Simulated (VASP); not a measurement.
An input for Quantum ESPRESSO's pw.x (written as the equivalent of a VASP run, and not itself run):

```
&CONTROL
  calculation = 'vc-relax'
  pseudo_dir = './pseudo'
  outdir = './out'
  tprnfor = .true.
  tstress = .true.
  nstep = 60
  forc_conv_thr = 0.00039
/
&SYSTEM
  ibrav = 0
  nat = 2
  ntyp = 2
  ecutwfc = 74
  occupations = 'smearing'
  smearing = 'gaussian'
  degauss = 0.003675
  input_dft = 'pbe'
/
&ELECTRONS
  conv_thr = 7.3e-08
  electron_maxstep = 100
/
&IONS
/
&CELL
/
ATOMIC_SPECIES
  Li 6.940 Li.upf
  H 1.008 H.upf
CELL_PARAMETERS angstrom
     0.0000000    2.0400000    2.0400000
     2.0400000    0.0000000    2.0400000
     2.0400000    2.0400000    0.0000000
ATOMIC_POSITIONS crystal
  Li   0.0000000  0.0000000  0.0000000
  H    0.5000000  0.5000000  0.5000000
K_POINTS automatic
  10 10 10 0 0 0
```

**Question.** Translate this input to VASP (INCAR, KPOINTS, POSCAR, choice of POTCAR).

**Answer.** This is not unique; one that fits is 
INCAR:
```
ALGO = Normal
EDIFF = 1E-6
EDIFFG = -0.01
ENCUT = 530
GGA = PE
IBRION = 2
ISIF = 3
ISMEAR = 0
LASPH = T
LCHARG = F
LREAL = F
LWAVE = F
NELM = 100
NSW = 60
PREC = Accurate
SIGMA = 0.05
SYSTEM = LiH
```

File POSCAR:
```
LiH
1
    0.0000000000     2.0400000000     2.0400000000
    2.0400000000     0.0000000000     2.0400000000
    2.0400000000     2.0400000000     0.0000000000
Li H
1 1
Direct
  0.0000000000   0.0000000000   0.0000000000
  0.5000000000   0.5000000000   0.5000000000
```

KPOINTS:
```
Automatic mesh
0
Gamma
10 10 10
0 0 0
```

POTCAR, in this order: Li_sv H (PBE.64 set). Program: vasp_std.

What does not carry over: the potentials are each code's own (VASP's PAW set, PseudoDojo norm-conserving files in pw.x), so ENCUT and ecutwfc are chosen apart and not converted; conv_thr bounds pw.x's estimated SCF error, while EDIFF bounds the energy change between steps; forc_conv_thr acts on force components and is met together with etot_conv_thr.

The compound is LiH in the rock salt structure. This run relaxes it. Symmetry was kept, so distortions that lower it aren't found.
